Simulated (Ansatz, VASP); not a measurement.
# Cross-check of C (Diamond) between VASP and Ansatz

One calculation is typed for both programs; each brings its own data sets. How far apart do they land? The cell is taken from a series of runs on this material, whose earlier steps may have relaxed, scaled, displaced or heated it; both programs get it as it stands.

Calculated with Ansatz 0.2.0; plane waves, with VASP 6.6.1 beside it; relaxation of cell and atoms at LDA and zone-centre phonons at LDA.

## (1) The structure

Symmetry: Fd-3m, No. 227, cubic system. The conventional cell has a = 3.532 Å, b = 3.532 Å, c = 3.532 Å, α = 90.00°, β = 90.00°, γ = 90.00°. Nearest to C lie 4 C at 1.53 Å.

As a file:

```xyz
2
Lattice="-1.7660 0.0000 1.7660 0.0000 1.7660 1.7660 -1.7660 1.7660 0.0000" Properties=species:S:1:pos:R:3 pbc="T T T"
C    -1.7660    1.7660    1.7660
C    -0.8830    0.8830    0.8830
```

## (2) VASP: relaxation of cell and atoms, LDA

The relaxed volume is the usual yardstick between codes: in a stiff, nearly cubic crystal its relative difference is about their pressure difference at one cell divided by the bulk modulus.

Lines of VASP's logs that name or quote its potential files are left out, and so is its time.

INCAR reads:

```
SYSTEM = C
PREC = Accurate
ENCUT = 600
EDIFF = 1E-07
NELM = 120
ISMEAR = 0
SIGMA = 0.02
LREAL = .FALSE.
ALGO = Normal
GGA = CA
NBANDS = 10
LORBIT = 11
LWAVE = .FALSE.
LCHARG = .FALSE.
ISIF = 3
IBRION = 2
NSW = 80
EDIFFG = -0.005
LASPH = .TRUE.
GGA_COMPAT = .FALSE.
NELMIN = 4
EFERMI = MIDGAP
```

POSCAR reads:

```
C
1.0
   -1.7660500000      0.0000000000      1.7660500000
    0.0000000000      1.7660500000      1.7660500000
   -1.7660500000      1.7660500000      0.0000000000
C
2
Direct
    0.5000000000      0.5000000000      0.5000000000
    0.2500000000      0.2500000000      0.2500000000
```

KPOINTS reads:

```
Automatic mesh
0
Gamma
10 10 10
0 0 0
```

Potentials, in the order of the species: C (LDA family, release 64).

Command:

```bash
> mpirun -np 1 vasp_std
```

Numbers of over 12 decimals in the logs are rounded to 6 here.

Log:

```text
[banner, memory and clock lines left out]
running    1 mpi-ranks, on    1 nodes
 distrk:  each k-point on    1 cores,    1 groups
 distr:  one band on    1 cores,    1 groups

 POSCAR found type information on POSCAR C
 POSCAR found :  1 types and       2 ions
 LDA part: xc-table for (Slater(with rela. corr.)+CA(PZ))
 , standard interpolation
 POSCAR, INCAR and KPOINTS ok, starting setup
 FFT: planning ... GRIDC
 FFT: planning ... GRID_SOFT
 FFT: planning ... GRID
 WAVECAR not read
 entering main loop
       N       E                     dE             d eps       ncg     rms          rms(c)
DAV:   1     0.236153255379E+00    0.23615E+00   -0.53571E+03  1004   0.862E+02
DAV:   2    -0.207081597683E+02   -0.20944E+02   -0.20344E+02  1286   0.139E+02
DAV:   3    -0.211170353583E+02   -0.40888E+00   -0.40755E+00  1088   0.149E+01
DAV:   4    -0.211181546173E+02   -0.11193E-02   -0.11192E-02  1056   0.816E-01
DAV:   5    -0.211181562445E+02   -0.16272E-05   -0.16271E-05  1056   0.313E-02    0.588E+00
DAV:   6    -0.204756683543E+02    0.64249E+00   -0.36884E-01   978   0.450E+00    0.341E+00
DAV:   7    -0.202521666252E+02    0.22350E+00   -0.43309E-01  1008   0.488E+00    0.749E-01
DAV:   8    -0.202519768848E+02    0.18974E-03   -0.90578E-03   990   0.863E-01    0.267E-02
DAV:   9    -0.202519642231E+02    0.12662E-04   -0.34496E-05  1036   0.501E-02    0.195E-02
DAV:  10    -0.202519656057E+02   -0.13826E-05   -0.18278E-06  1046   0.123E-02    0.448E-03
DAV:  11    -0.202519655381E+02    0.67636E-07   -0.58866E-08   798   0.203E-03
   1 F= -.20251966E+02 E0= -.20251966E+02  d E =-.202520E+02
 curvature:   0.00 expect dE= 0.000E+00 dE for cont linesearch  0.000E+00
 trial: gam= 0.00000 g(F)=  0.670E-47 g(S)=  0.164E-03 ort = 0.000E+00 (trialstep = 0.100E+01)
 search vector abs. value=  0.164E-03
 bond charge predicted
       N       E                     dE             d eps       ncg     rms          rms(c)
DAV:   1    -0.202519984691E+02   -0.32863E-04   -0.32673E-03   996   0.498E-01    0.520E-02
DAV:   2    -0.202519570130E+02    0.41456E-04   -0.44738E-05  1006   0.572E-02    0.288E-02
DAV:   3    -0.202519403270E+02    0.16686E-04   -0.28480E-05   980   0.386E-02    0.346E-03
DAV:   4    -0.202519402396E+02    0.87434E-07   -0.38558E-07   998   0.603E-03
   2 F= -.20251940E+02 E0= -.20251940E+02  d E =0.252985E-04
 trial-energy change:    0.000025  1 .order    0.000027   -0.000164    0.000217
 step:   0.4352(harm=  0.4304)  dis= 0.00000  next Energy=   -20.252001 (dE=-0.358E-04)
 bond charge predicted
       N       E                     dE             d eps       ncg     rms          rms(c)
DAV:   1    -0.202520196113E+02   -0.79284E-04   -0.10352E-03   992   0.280E-01    0.294E-02
DAV:   2    -0.202520061209E+02    0.13490E-04   -0.14220E-05  1006   0.323E-02    0.163E-02
DAV:   3    -0.202520011397E+02    0.49812E-05   -0.90544E-06   976   0.218E-02    0.191E-03
DAV:   4    -0.202520011418E+02   -0.20974E-08   -0.12192E-07   914   0.340E-03
   3 F= -.20252001E+02 E0= -.20252001E+02  d E =-.356038E-04
 curvature:  -0.22 expect dE=-0.206E-10 dE for cont linesearch -0.206E-10
 trial: gam= 0.00000 g(F)=  0.100E-46 g(S)=  0.956E-10 ort =-0.125E-06 (trialstep = 0.887E+00)
 search vector abs. value=  0.196E-09
 reached required accuracy - stopping structural energy minimisation
```

Parts of OUTCAR (step 2):

```text
ion  position               nearest neighbor table
   1  0.500  0.500  0.500-   2 1.53   2 1.53   2 1.53   2 1.53
   2  0.250  0.250  0.250-   1 1.53   1 1.53   1 1.53   1 1.53

  LATTYP: Found a face centered cubic cell.
 ALAT       =     3.5321000000

 Subroutine GETGRP returns: Found 48 space group operations
 (whereof 24 operations were pure point group operations)

The static configuration has the point symmetry T_d .
 The point group associated with its full space group is O_h .

 Found     47 irreducible k-points:

   k-points           NKPTS =     47   k-points in BZ     NKDIM =     47   number of bands    NBANDS=     10

   dimension x,y,z NGX =    20 NGY =   20 NGZ =   20
   dimension x,y,z NGXF=    40 NGYF=   40 NGZF=   40

   ENCUT  =  600.0 eV  44.10 Ry    6.64 a.u.   4.99  4.99  4.99*2*pi/ulx,y,z

   NELECT =       8.0000    total number of electrons

 k-points in reciprocal lattice and weights: Automatic mesh
   0.00000000  0.00000000  0.00000000       0.001
   0.10000000  0.00000000  0.00000000       0.008
   0.20000000  0.00000000  0.00000000       0.008
   0.30000000  0.00000000  0.00000000       0.008
   0.40000000  0.00000000  0.00000000       0.008
   0.50000000  0.00000000  0.00000000       0.004
   0.10000000  0.10000000  0.00000000       0.006
   0.20000000  0.10000000  0.00000000       0.024
   0.30000000  0.10000000  0.00000000       0.024
[...]
-0.30000000  0.40000000  0.20000000       0.024
  -0.30000000  0.50000000  0.20000000       0.012

 average (electrostatic) potential at core
       1 -49.1014       2 -49.1014

 E-fermi :  12.2324

 k-point     1 :       0.0000    0.0000    0.0000
  band No.  band energies     occupation
      1     -11.5589      2.00000
      2      10.1326      2.00000
      3      10.1326      2.00000
      4      10.1326      2.00000
      5      15.7537      0.00000
      6      15.7537      0.00000
      7      15.7537      0.00000
      8      24.3283      0.00000
      9      29.5054      0.00000
    ...

 k-point     2 :       0.1000    0.0000    0.0000
  band No.  band energies     occupation
      1     -11.2773      2.00000
      2       8.4387      2.00000
      3       9.6735      2.00000
      4       9.6735      2.00000
      5      16.3547      0.00000
      6      16.3547      0.00000
      7      16.7490      0.00000
      8      24.4851      0.00000
      9      29.9382      0.00000
    ...

 k-point     3 :       0.2000    0.0000    0.0000
  band No.  band energies     occupation
      1     -10.4367      2.00000
      2       5.1984      2.00000
      3       8.7767      2.00000
      4       8.7767      2.00000
      5      17.5051      0.00000
      6      17.5051      0.00000
      7      18.0941      0.00000
      8      24.9111      0.00000
      9      30.6878      0.00000
    ...

  Total       -0.0000364     -0.0000364     -0.0000364      0.0000000      0.0000000      0.0000000
  in kB       -0.0052793     -0.0052793     -0.0052793      0.0000000      0.0000000      0.0000000
  external PRESSURE =      -0.0052793 kB  Pullay stress =       0.0000000 kB

  energy-cutoff  :      600.00
  volume of cell :       11.03
      direct lattice vectors                 reciprocal lattice vectors
    -1.766932653  0.000000000  1.766932653    -0.282976263 -0.282976263  0.282976263
     0.000000000  1.766932653  1.766932653     0.282976263  0.282976263  0.282976263
    -1.766932653  1.766932653 -0.000000000    -0.282976263  0.282976263 -0.282976263

 POSITION                                       TOTAL-FORCE (eV/Angst)
 -----------------------------------------------------------------------------------
     -1.76693      1.76693      1.76693         0.000000     -0.000000     -0.000000
     -0.88347      0.88347      0.88347        -0.000000      0.000000      0.000000
 -----------------------------------------------------------------------------------
    total drift:                               -0.000000      0.000000      0.000000

  FREE ENERGIE OF THE ION-ELECTRON SYSTEM (eV)
  ---------------------------------------------------
  free  energy   TOTEN  =       -20.2520011418 eV

  energy  without entropy=      -20.2520011418  energy(sigma->0) =      -20.25200114

 reached required accuracy - stopping structural energy minimisation

 total charge
# of ion       s       p       d       tot
------------------------------------------
    1        0.822   1.784   0.000   2.605
    2        0.822   1.784   0.000   2.605
--------------------------------------------------
tot          1.643   3.567   0.000   5.210

[... 3 further parts left out ...]
```

CONTCAR:

```
C
   1.00000000000000
    -1.7669326534100998    0.0000000000000000    1.7669326534100998
     0.0000000000000000    1.7669326534100998    1.7669326534100998
    -1.7669326534100998    1.7669326534100998   -0.0000000000000000
  C
     2
Direct
     0.5000000000000000    0.5000000000000000    0.5000000000000000
     0.2500000000000000    0.2500000000000000    0.2500000000000000
```

## (3) Ansatz: relaxation of cell and atoms, LDA

Ansatz runs on its default PAW (the set named soft_2) files.

The same cell, functional (in two slightly different forms), mesh and smearing now go to Ansatz, which takes its cutoff from its data sets.

input.yaml reads:

```yaml
crystal:
  lattice:
    - [-1.766049583, 0.0, 1.766049583]
    - [0.0, 1.766049583, 1.766049583]
    - [-1.766049583, 1.766049583, 0.0]
  atoms:
    - { symbol: C, position: [0.5, 0.5, 0.5] }
    - { symbol: C, position: [0.25, 0.25, 0.25] }
kpoints:
  mp_grid: { grid: [10, 10, 10] }
hamiltonian:
  xc: lda
scf:
  occupations: { method: gaussian, width: 0.02 }
output:
  forces: true
  stress: true
  eigenvalues: true
  write_density: true
  write_potential: true
  elf: true
  volumetric_format: npy
relax:
  adjacent_minimum: "off"
  f_tol: 0.005
  max_steps: 80
  cell: { stress_tol: 0.05 }
```

Command:

```bash
> ansatz run input.yaml --threads 4 --pin off --max-ram 9216MiB --backend cpu --events-out ev --progress --plain --runs-dir out
```

Log:

```text
Engine: ansatz 0.2.0, x86_64-unknown-linux-gnu
Pseudopotentials: kind: paw
Pseudopotential: C, paw, valence charge 4, recommended cutoff 420 eV (normal), C.paw.azcp
Functional definition: SPW92
  exchange = slater_x
  correlation = pw_c
Crystal: 2 atoms, lattice volume = 11.016 Å³
Basis set: ecut = 420 eV, 181 PW (Γ)
Bands: 8, of which v1, the nominal top of the filled ones, is band 4 counted from 1 (3 counted from 0)
Symmetry: 48 space group operations
Space group: Fd-3m (ITA 227), of the structure as read, at distance tolerance 2.2e-5 Å
k-points: 47 of 1000
Non-local potential: C, projectors of the file, l = 0: 2, l = 1: 2, l = 2: 1
PAW form: soft (Blöchl's): semilocal exchange-correlation on the pseudo side does not see the compensation charge
PAW frozen core: C, regenerated for the run's functional, and the local potential with it (the file was generated under x = pbe(κ = 0.804, μ = 0.219515), c = pbe(β = 0.066725))
PAW one-centre angular grid: C, 110 points (default); XC on 64 Gauss nodes
Initial density: superposition of atomic densities (neutral atoms: chi_scale 0, normalization atom), corrected by the library's trained network
Initial wavefunctions: pseudopotential atomic-orbital guess
Functional: x = slater, c = lda
SCF iter   1: F=—  HF=-485.985927 eV  |F-HF|=—  |Δ(HF+E_count)|=         —  Δρ=7.50e-3  dr2=2.30e-3  ethr=1.77e-3  ⟨swp⟩=5.1  Hψ=2460  notcnv=0
preconditioner: auto → none  [insulator: Δε(μ)=4.195 eV  Ē_g=19.913 eV  σ=0.020 eV  W_gap=1.00  n_scr=0 (ndim 8)  ℏωp=31.6 eV  f_vac=0.000  D(μ)=0.00/eV (n_scr^D=0)  ε∞_Penn≈3.5]
SCF iter   2: F=—  HF=-485.985405 eV  |F-HF|=—  |Δ(HF+E_count)|=   5.22e-4  Δρ=3.53e-3  dr2=5.01e-4  ethr=2.88e-5  ⟨swp⟩=1.0  Hψ=752  notcnv=0
SCF iter   3: F=—  HF=-485.985269 eV  |F-HF|=—  |Δ(HF+E_count)|=   1.36e-4  Δρ=9.24e-5  dr2=7.05e-7  ethr=6.27e-6  ⟨swp⟩=1.0  Hψ=376  notcnv=0
SCF iter   4: F=—  HF=-485.985268 eV  |F-HF|=—  |Δ(HF+E_count)|=   1.12e-6  Δρ=3.07e-5  dr2=5.93e-8  ethr=8.81e-9  ⟨swp⟩=2.7  Hψ=557  notcnv=0
iter 5 did not close the SCF: its close was put off for the readings that it lacked (scf_convergence_deferred on its scf_iter line)
SCF iter   5: F=-485.985268 eV  HF=-485.985268 eV  |F-HF|=3.86e-9  |Δ(HF+E_count)|=   7.94e-9  Δρ=8.53e-6  dr2=6.62e-9  ethr=7.41e-10  ⟨swp⟩=2.0  Hψ=564  notcnv=0
SCF iter   6: F=-485.985268 eV  HF=-485.985268 eV  |F-HF|=5.63e-12  |Δ(HF+E_count)|=   2.81e-9  Δρ=7.17e-7  dr2=1.60e-11  ethr=8.28e-11  ⟨swp⟩=4.0  Hψ=1693  notcnv=0
SCF 1 converged in 6 iterations: F = -485.985268 eV  dr2 = 1.60e-11
  greatest PAW one-centre occupation: 0.641 electrons in one spin orbital (limit 2), on the C atom at site 1 (counted from 0), in its partial waves of l = 0
relax step   1: F+E_penalty+E_count = -485.98526827 eV  Δ(F+E_penalty+E_count) = +0.000e0 eV  max|allowed force component| = 2.776e-17 eV/Å  Δτ_max = 0.0000 Å  P = -0.133 GPa  Ω = 11.016 Å³  (6 SCF iters, accepted)
[...]
relax step   2: F+E_penalty+E_count = -485.98528474 eV  Δ(F+E_penalty+E_count) = -1.646e-5 eV  max|allowed force component| = 1.272e-16 eV/Å  Δτ_max = 0.0000 Å  P = -0.051 GPa  Ω = 11.014 Å³  energy of the carried Pulay correction = +1.539e-5 eV  (6 SCF iters, accepted)
[...]
relax step   3: F+E_penalty+E_count = -485.98529450 eV  Δ(F+E_penalty+E_count) = -9.766e-6 eV  max|allowed force component| = 1.307e-16 eV/Å  Δτ_max = 0.0000 Å  P = -0.000 GPa  Ω = 11.013 Å³  energy of the carried Pulay correction = +2.497e-5 eV  (7 SCF iters, accepted)
[...]
relax step   4: F+E_penalty+E_count = -485.98509095 eV  Δ(F+E_penalty+E_count) = +2.036e-4 eV  max|allowed force component| = 1.966e-16 eV/Å  Δτ_max = 0.0000 Å  P = -0.011 GPa  Ω = 11.013 Å³  stress off target by 1.10e-2 GPa  SCF on the basis re-selected at this cell (its energy is not comparable with the rows above)  (7 SCF iters)
basis re-selected at this cell: Δ(F+E_penalty+E_count) = +2.036e-4 eV, ΔP = -0.011 GPa vs the last step (what re-selecting the basis moved, of the pressure what is left beyond the Pulay correction that the steps carried, after the strain that the cell walked since its last selection, with what the two solves' SCF thresholds leave and, on support functions, any second-order correction that the steps lacked; it is no m [...]
SCF converged after 7 iterations
Free energy (F): -485.985091 eV
Harris-Foulkes:  -485.985091 eV  (|F-HF|=1.14e-13)
Internal energy: -485.985091 eV  (E = F + TS)
E sigma→0 (E₀):  -485.985091 eV
Fermi energy:    15.705727 eV
--- Per-component energies (eV) ---
  E_band       = 36.059533
  E_kinetic    = 186.502751
  E_local      = -122.222881  (includes V_loc(G=0)·N_el)
  E_nonlocal   = 55.775290
  E_hartree    = 26.159926
  E_xc         = -97.211041
  E_vxc        = -121.032355  (∫ρ·V_xc dr)
  E_paw        = -183.708504  (= ΣΔE_a)
  E_vpaw       = -15.283143  (= ΣTr[D̂ρ^β])
  E_aug_tail   = 0.000017  (compensation charges beyond the density's cutoff)
  E_ewald      = -351.406315
  E_core_change = 0.125665  (= ΣΔE_core)
  E_smearing   = -0.000000  (= −TS)
  E_closure    = 0.000000  (closes the sum)
  Σ components = -485.985091   (vs F -485.985091, Δ=0.00e0)
--- Forces (eV/Å), atoms counted from 1 ---
  atom   1  C     -0.00000000     0.00000000     0.00000000
  atom   2  C      0.00000000    -0.00000000    -0.00000000
  max |Σ_I F_I| component: 5.55e-17 eV/Å
--- Stress (GPa, compression-positive) ---
       -0.011039      -0.000000       0.000000
       -0.000000      -0.011039       0.000000
        0.000000       0.000000      -0.011039
  P = ⅓ Tr σ = -0.0110 GPa (-0.110 kbar)
--- Band table (eV; the first three rows and the last of 47) ---
  k-point 0: bands = ["-8.1262", "13.6024", "13.6024", "13.6024", "19.2259", "19.2259", "19.2259", "27.7748"]
  k-point 1: bands = ["-7.8443", "11.9000", "13.1400", "13.1400", "19.8253", "19.8253", "20.2202", "27.9330"]
  k-point 2: bands = ["-7.0030", "8.6534", "12.2365", "12.2365", "20.9770", "20.9770", "21.5658", "28.3624"]
  k-point 46: bands = ["1.5348", "1.5348", "5.1953", "5.1953", "23.0219", "23.0219", "27.3824", "27.3824"]
--- Relaxed structure (3 steps of the walk, 3 accepted, 1 SCFs on fresh bases) ---
  F+E_penalty+E_count = -485.98509095 eV   max|allowed force component| = 1.966e-16 eV/Å   (the final SCF, on the basis selected at the relaxed cell)
  cell:  # Å, volume = 11.0133 Å³
    - [-1.765887, 0, 1.765887]
    - [0, 1.765887, 1.765887]
    - [-1.765887, 1.765887, 0]
  atoms:
    - { symbol: C, position: [0.5, 0.5, 0.5] }
    - { symbol: C, position: [0.25, 0.25, 0.25] }
```

The column dr2 measures how far the density is from self-consistency, as an energy; F and HF (Harris–Foulkes) agree once it is small.

## (4) Comparison

Known differences besides the potentials themselves: the two LDA forms differ slightly; the cutoff is 420 eV in Ansatz and 600 eV in VASP; VASP's log shows a relativistic correction to its local exchange, Ansatz's none; Ansatz adds a Pulay correction to the stress that steers its cell, VASP none. Total energies have different zeros and are not compared.

Both answers:

```
                                         quantity  Ansatz   VASP  difference
                                      volume (Å³)   11.01  11.03     -0.18 %
edge a after relaxation, in the typed setting (Å)   2.497  2.499     -0.06 %
```

[end of part 1 of 2]

[Lines on the potential files, build, host, timing and source positions are cut from VASP's logs without a mark.]

[Logs are printed without paths, hosts, clocks, repeated set-up lines and the standing remarks that a program may print on its own settings, such as how far it seeks lower states.]

[Hosts, paths, dates, database ids (printed as entryN), source tags and the programs' standing remarks are cut or masked in the printed files.]
